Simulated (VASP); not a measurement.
Method: r2SCAN meta-GGA, VASP's PBE PAW potentials (set 64) (plane waves; VASP 6.6.1).

VASP ran on this input.

**KPOINTS**
```
kpoints
0
Gamma
  8 8 6
```

**POSCAR**
```
NiSb
1.0
  1.9339944466  -3.3497768035   0.0000000000
  1.9339944466   3.3497768035   0.0000000000
  0.0000000000   0.0000000000   5.0426359516
Ni Sb
2 2
Cart
  0.0000000000   0.0000000000   2.5213179758
  0.0000000000   0.0000000000   0.0000000000
  1.9339944466   1.1165945010   1.2606589879
  1.9339944466  -1.1165945010   3.7819769637
```

INCAR:
```
! general
SYSTEM  = NiSb
PREC    = Accurate
ENCUT   = 480   ! plane-wave cut-off (eV)
LREAL   = .FALSE.   ! projection in real space or not
LASPH   = .TRUE.   ! aspherical one-centre terms

! electronic loop
EDIFF   = 1E-7
NELM    = 100
ALGO    = Normal   ! blocked Davidson
LMAXMIX = 4
LMIXTAU = .TRUE.

! smearing
ISMEAR  = 1   ! Methfessel-Paxton
SIGMA   = 0.1   ! width (eV)

! functional
METAGGA = R2SCAN

! ions
ISIF    = 2   ! forces and stress, cell fixed

! output
LWAVE   = .FALSE.
LCHARG  = .FALSE.
```

POTCAR, in this order: Ni Sb (PBE.64 set). Program: vasp_std.

The resulting files:

File OSZICAR:
```
       N       E                     dE             d eps       ncg     rms          rms(c)
DAV:   1     0.112411936054E+03    0.11241E+03   -0.12573E+04  1520   0.160E+03
DAV:   2    -0.716050211138E+02   -0.18402E+03   -0.17911E+03  1532   0.327E+02
DAV:   3    -0.807079782315E+02   -0.91030E+01   -0.88220E+01  1770   0.912E+01
DAV:   4    -0.809460872119E+02   -0.23811E+00   -0.23645E+00  1754   0.137E+01
DAV:   5    -0.809537767671E+02   -0.76896E-02   -0.76863E-02  1867   0.259E+00    0.131E+01
DAV:   6    -0.796998593875E+02    0.12539E+01   -0.34678E+01  1613   0.112E+02    0.165E+01
DAV:   7    -0.760804621571E+02    0.36194E+01   -0.10694E+01  1640   0.715E+01    0.429E+00
DAV:   8    -0.762737058348E+02   -0.19324E+00   -0.19672E+00  2116   0.166E+01    0.315E+00
DAV:   9    -0.762793552004E+02   -0.56494E-02   -0.30315E-01  1795   0.992E+00    0.814E-01
DAV:  10    -0.762936517724E+02   -0.14297E-01   -0.34779E-02  1959   0.196E+00    0.338E-01
DAV:  11    -0.762940721720E+02   -0.42040E-03   -0.46518E-03  1936   0.828E-01    0.107E-01
DAV:  12    -0.762945241407E+02   -0.45197E-03   -0.37853E-03  1801   0.696E-01    0.796E-02
DAV:  13    -0.762949558272E+02   -0.43169E-03   -0.49003E-04  1687   0.252E-01    0.419E-02
DAV:  14    -0.762948659069E+02    0.89920E-04   -0.53787E-05  1776   0.896E-02    0.106E-02
DAV:  15    -0.762949461819E+02   -0.80275E-04   -0.19835E-05  1917   0.628E-02    0.663E-03
DAV:  16    -0.762949169317E+02    0.29250E-04   -0.21266E-06  1647   0.246E-02    0.205E-03
DAV:  17    -0.762949356755E+02   -0.18744E-04   -0.39912E-07  1386   0.113E-02    0.104E-03
DAV:  18    -0.762949314250E+02    0.42505E-05   -0.13504E-07   781   0.627E-03    0.774E-04
DAV:  19    -0.762949320528E+02   -0.62776E-06   -0.18418E-08   778   0.179E-03    0.111E-04
DAV:  20    -0.762949323384E+02   -0.28564E-06   -0.28625E-09   775   0.516E-04    0.160E-04
DAV:  21    -0.762949324187E+02   -0.80275E-07   -0.11986E-09   778   0.333E-04
   1 F= -.76294932E+02 E0= -.76294811E+02  d E =-.364907E-03
```

### OUTCAR
```
------------------------ aborting loop because EDIFF is reached ----------------------------------------
  FORCE on cell =-STRESS in cart. coord.  units (eV):
  Direction    XX          YY          ZZ          XY          YZ          ZX
  --------------------------------------------------------------------------------------
  Total        2.7323514      2.7323516      2.4537518      0.0000000      0.0000000      0.0000000
  in kB       67.0021015     67.0021079     60.1703471      0.0000000      0.0000000      0.0000000
  external PRESSURE =      64.7248521 kB  Pullay stress =       0.0000000 kB
  volume of cell :       65.34
      direct lattice vectors                 reciprocal lattice vectors
     1.933994447 -3.349776804  0.000000000     0.258532283 -0.149263676  0.000000000
     1.933994447  3.349776804  0.000000000     0.258532283  0.149263676  0.000000000
     0.000000000  0.000000000  5.042635952     0.000000000  0.000000000  0.198308982
 POSITION                                       TOTAL-FORCE (eV/Angst)
 -----------------------------------------------------------------------------------
      0.00000      0.00000      2.52132        -0.000000     -0.000000     -0.000000
      0.00000      0.00000      0.00000        -0.000000      0.000000     -0.000000
      1.93399      1.11659      1.26066        -0.000000     -0.000000      0.000000
      1.93399     -1.11659      3.78198         0.000000      0.000000      0.000000
 -----------------------------------------------------------------------------------
    total drift:                                0.000000      0.000000      0.000000
  FREE ENERGIE OF THE ION-ELECTRON SYSTEM (eV)
  ---------------------------------------------------
  free  energy   TOTEN  =       -76.2949324187 eV

  energy  without entropy=      -76.2945675118  energy(sigma->0) =      -76.29481078
```
(Selected blocks of OUTCAR.)

OUTCAR:
```
 val. band max:       10.7365077989   @ k =   0.2500   0.0000   0.3333

 cond. band min:      10.8326812480   @ k =   0.5000   0.0000   0.5000


 Fermi energy:        10.8017308654

 k-point     1 :       0.0000    0.0000    0.0000
  band No.  band energies     occupation
      1      -3.3102      2.00000
      2       1.8868      2.00000
      3       3.7396      2.00000
      4       6.3034      2.00000
      5       6.3034      2.00000
      6       7.1370      2.00000
      7       7.7273      2.00000
      8       7.7273      2.00000
      9       8.2854      2.00000
     10       8.2855      2.00000
     11       9.1494      2.00000
     12       9.1495      2.00000
     13      10.5762      2.00643
     14      11.2747     -0.00000
     15      11.2747     -0.00000
     16      13.3723      0.00000
     17      13.3723      0.00000
     18      14.2969      0.00000
     19      15.2350      0.00000

 k-point     2 :       0.1250    0.0000    0.0000
  band No.  band energies     occupation
      1      -3.0938      2.00000
      2       1.8663      2.00000
      3       3.9809      2.00000
      4       6.2423      2.00000
      5       6.3515      2.00000
      6       7.0576      2.00000
      7       7.5867      2.00000
      8       7.6425      2.00000
      9       8.1623      2.00000
     10       8.3266      2.00000
     11       9.1335      2.00000
     12       9.1499      2.00000
     13       9.9751      2.00000
     14      10.5048      2.00022
     15      10.5812      2.00779
     16      12.6662     -0.00000
     17      14.0067      0.00000
     18      14.8049      0.00000
     19      15.7485      0.00000

 k-point     3 :       0.2500    0.0000    0.0000
  band No.  band energies     occupation
      1      -2.4574      2.00000
      2       1.7058      2.00000
      3       4.6829      2.00000
      4       5.6856      2.00000
      5       6.4852      2.00000
      6       6.8024      2.00000
      7       7.3833      2.00000
...
```

Unless said otherwise, spin-orbit coupling is left out, though it shifts the bands of the heavy elements here.

The compound is NiSb in the NiAs type structure. This cell was strained or had an atom moved on purpose. The run is not spin-polarised, so no magnetic state was tried.
